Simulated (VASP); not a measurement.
A run of VASP 6.6.1 is set up as follows.

File INCAR:

```
SYSTEM = HgTe
PREC     = Accurate       ! precision mode
ENCUT    = 600            ! plane-wave cutoff, eV
EDIFF    = 1E-7           ! SCF threshold, eV
ISMEAR   = 0              ! smearing method
SIGMA    = 0.03           ! smearing width, eV
LREAL    = .FALSE.        ! projectors in reciprocal space
LASPH    = .TRUE.         ! aspherical terms in the spheres
NELM     = 80             ! most SCF steps
ALGO     = Normal         ! electronic algorithm
ISIF     = 2              ! what is computed and relaxed
LWAVE    = .FALSE.        ! write WAVECAR
LCHARG   = .FALSE.        ! write CHGCAR
GGA      = PE             ! functional
IVDW     = 12             ! dispersion correction
IBRION   = 2              ! ionic algorithm
NSW      = 40             ! ionic steps
EDIFFG   = -0.01          ! ionic threshold
```

File KPOINTS:

```
Automatic mesh
0
G
  10 10 10
  0 0 0
```

The input POSCAR:

```
HgTe                                    
1.0
    0.0000000000      3.3389996611      3.3389996611
    3.3389996611      0.0000000000      3.3389996611
    3.3389996611      3.3389996611      0.0000000000
  Hg              Te            
     1     1
Direct
     0.0000000000000000    0.0000000000000000    0.0000000000000000
     0.2500000000000000    0.2500000000000000    0.2500000000000000
```

Potentials or basis: VASP PAW PBE potentials, release 64 (Hg, Te).

The run is started by

```bash
$ cat potpaw_PBE.64/Hg/POTCAR potpaw_PBE.64/Te/POTCAR > POTCAR
$ mpirun -np 1 vasp_std > vasp.out
```

Question: What does it give for the band gap on the k mesh?

Answer: None (metal or under the smearing width).

Question: What does it give for the dispersion energy per atom?

Answer: -0.321 eV.

Final structure:
```
Hg Te
1.0
     0.00000    3.33900    3.33900
     3.33900    0.00000    3.33900
     3.33900    3.33900    0.00000
Hg Te
1 1
Direct
  0.00000 0.00000 0.00000
  0.25000 0.25000 0.25000
```

Caveat: the relaxation stopped at its first step, so nothing moved. The run has no spin-orbit coupling, so splittings on Hg, Te are missing.
